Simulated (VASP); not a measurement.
Computed with PBE GGA, VASP's PBE PAW potentials (set 64) (plane waves; VASP).

VASP input:

### INCAR
```
LASPH = T   # aspherical one-centre terms
SIGMA = 0.05   # width (eV)
LREAL = F
NELMIN = 4
ISMEAR = 0
EDIFFG = -0.03   # ionic stop
GGA = PE
NELM = 100   # most electronic steps
LWAVE = F
NSW = 20   # most ionic steps
LCHARG = F
ALGO = Fast   # Davidson, then RMM-DIIS
PREC = Normal
LMAXMIX = 4   # l cut-off of mixed one-centre charges
IBRION = 2   # conjugate gradients
SYSTEM = PbSe
ISIF = 2   # forces and stress, cell fixed
EDIFF = 1E-5
ENCUT = 400   # plane-wave cut-off (eV)
```

**POSCAR**
```
PbSe
1.0
  0.0000000000   3.1082346273   3.1082346273
  3.1082346273   0.0000000000   3.1082346273
  3.1082346273   3.1082346273   0.0000000000
Pb Se
1 1
direct
  0.0000000000   0.0000000000   0.0000000000
  0.5000000000   0.5000000000   0.5000000000
```

**KPOINTS**
```
Automatic
0
gamma
8 8 8
0 0 0
```

POTCAR, in this order: Pb_d Se (PBE.64 set). Program: vasp_std.

What VASP printed:

**OUTCAR**
```
 ion  position               nearest neighbor table
   1  0.000  0.000  0.000-   2 3.11   2 3.11   2 3.11   2 3.11   2 3.11   2 3.11
   2  0.500  0.500  0.500-   1 3.11   1 3.11   1 3.11   1 3.11   1 3.11   1 3.11
  LATTYP: Found a face centered cubic cell.
 ALAT       =     6.2164692546
 Subroutine PRICEL returns:
 Original cell was already a primitive cell.
 Subroutine GETGRP returns: Found 48 space group operations
The static configuration has the point symmetry O_h .
The dynamic configuration has the point symmetry O_h .
 Subroutine INISYM returns: Found 48 space group operations
 Subroutine IBZKPT returns following result:
 Found     29 irreducible k-points:

 Following reciprocal coordinates:
            Coordinates               Weight
  0.000000  0.000000  0.000000      1.000000
  0.125000  0.000000  0.000000      8.000000
  0.250000  0.000000  0.000000      8.000000
  0.375000  0.000000  0.000000      8.000000
  0.500000  0.000000  0.000000      4.000000
  0.125000  0.125000  0.000000      6.000000
  0.250000  0.125000  0.000000     24.000000
  0.375000  0.125000  0.000000     24.000000
  0.500000  0.125000  0.000000     24.000000
 -0.375000  0.125000  0.000000     24.000000
 -0.250000  0.125000  0.000000     24.000000
 -0.125000  0.125000  0.000000     12.000000
  0.250000  0.250000  0.000000      6.000000
  0.375000  0.250000  0.000000     24.000000
  0.500000  0.250000  0.000000     24.000000
 -0.375000  0.250000  0.000000     24.000000
 -0.250000  0.250000  0.000000     12.000000
  0.375000  0.375000  0.000000      6.000000
  0.500000  0.375000  0.000000     24.000000
 -0.375000  0.375000  0.000000     12.000000
  0.500000  0.500000  0.000000      3.000000
  0.375000  0.250000  0.125000     24.000000
  0.500000  0.250000  0.125000     48.000000
 -0.375000  0.250000  0.125000     24.000000
...
```

File OSZICAR:
```
       N       E                     dE             d eps       ncg     rms          rms(c)
DAV:   1     0.148819598304E+03    0.14882E+03   -0.84124E+03   812   0.118E+03
DAV:   2     0.341303628477E+01   -0.14541E+03   -0.14224E+03   836   0.326E+02
DAV:   3    -0.826811374290E+01   -0.11681E+02   -0.11577E+02  1118   0.101E+02
DAV:   4    -0.851081379802E+01   -0.24270E+00   -0.24259E+00   830   0.181E+01
DAV:   5    -0.851963665209E+01   -0.88229E-02   -0.88228E-02  1130   0.326E+00    0.272E+00
RMM:   6    -0.819870013178E+01    0.32094E+00   -0.41681E-01   814   0.426E+00    0.147E+00
RMM:   7    -0.819725711346E+01    0.14430E-02   -0.18386E-01   893   0.276E+00    0.847E-01
RMM:   8    -0.820132309860E+01   -0.40660E-02   -0.20723E-02   817   0.186E+00    0.222E-01
RMM:   9    -0.819849937728E+01    0.28237E-02   -0.71846E-03   855   0.930E-01    0.713E-02
RMM:  10    -0.819864279598E+01   -0.14342E-03   -0.15655E-03   962   0.421E-01    0.289E-02
RMM:  11    -0.819866573173E+01   -0.22936E-04   -0.25597E-04   933   0.169E-01    0.758E-03
RMM:  12    -0.819866895904E+01   -0.32273E-05   -0.39963E-05   646   0.689E-02
   1 F= -.81986690E+01 E0= -.81986690E+01  d E =-.819867E+01
```

**OUTCAR**
```
------------------------ aborting loop because EDIFF is reached ----------------------------------------
  FORCE on cell =-STRESS in cart. coord.  units (eV):
  Direction    XX          YY          ZZ          XY          YZ          ZX
  --------------------------------------------------------------------------------------
  Total       -0.0107864     -0.0107864     -0.0107864      0.0000000     -0.0000000     -0.0000000
  in kB       -0.2877494     -0.2877494     -0.2877494      0.0000000     -0.0000000     -0.0000000
  external PRESSURE =      -0.2877494 kB  Pullay stress =       0.0000000 kB
  volume of cell :       60.06
      direct lattice vectors                 reciprocal lattice vectors
     0.000000000  3.108234627  3.108234627    -0.160863017  0.160863017  0.160863017
     3.108234627  0.000000000  3.108234627     0.160863017 -0.160863017  0.160863017
     3.108234627  3.108234627  0.000000000     0.160863017  0.160863017 -0.160863017
  FREE ENERGIE OF THE ION-ELECTRON SYSTEM (eV)
  ---------------------------------------------------
  free  energy   TOTEN  =        -8.1986689590 eV

  energy  without entropy=       -8.1986689590  energy(sigma->0) =       -8.19866896

 reached required accuracy - stopping structural energy minimisation
```
(Selected blocks of OUTCAR.)

### OUTCAR
```
 val. band max:        4.4750121176   @ k =   0.5000   0.0000   0.0000

 cond. band min:       4.9112733180   @ k =   0.5000   0.0000   0.0000


 Fermi energy:         4.7005218355

 k-point     1 :       0.0000    0.0000    0.0000
  band No.  band energies     occupation
      1     -12.2593      2.00000
      2     -12.2593      2.00000
      3     -12.2593      2.00000
      4     -12.2531      2.00000
      5     -12.2531      2.00000
      6      -8.7045      2.00000
      7      -1.8674      2.00000
      8       2.8366      2.00000
      9       2.8366      2.00000
     10       2.8366      2.00000
     11       9.1160      0.00000
     12       9.1160      0.00000
     13       9.1161      0.00000
     14      11.1233      0.00000

 k-point     2 :       0.1250    0.0000    0.0000
  band No.  band energies     occupation
      1     -12.2587      2.00000
      2     -12.2584      2.00000
      3     -12.2584      2.00000
      4     -12.2529      2.00000
      5     -12.2529      2.00000
      6      -8.5959      2.00000
      7      -2.2005      2.00000
      8       2.8744      2.00000
      9       2.8744      2.00000
     10       3.0631      2.00000
     11       8.1160      0.00000
     12       8.4993      0.00000
     13       8.4994      0.00000
     14      10.9373      0.00000

 k-point     3 :       0.2500    0.0000    0.0000
  band No.  band energies     occupation
      1     -12.2642      2.00000
      2     -12.2642      2.00000
      3     -12.2575      2.00000
      4     -12.2443      2.00000
      5     -12.2443      2.00000
      6      -8.2997      2.00000
      7      -2.9572      2.00000
      8       2.9852      2.00000
      9       2.9852      2.00000
     10       3.5419      2.00000
     11       6.6833      0.00000
     12       7.4477      0.00000
     13       7.4477      0.00000
     14      11.1088      0.00000

 k-point     4 :       0.3750    0.0000    0.0000
  band No.  band energies     occupation
...
```

Unless said otherwise, spin-orbit coupling is left out, though it shifts the bands of the heavy elements here.

The compound is PbSe in the rock salt structure. It was relaxed first.
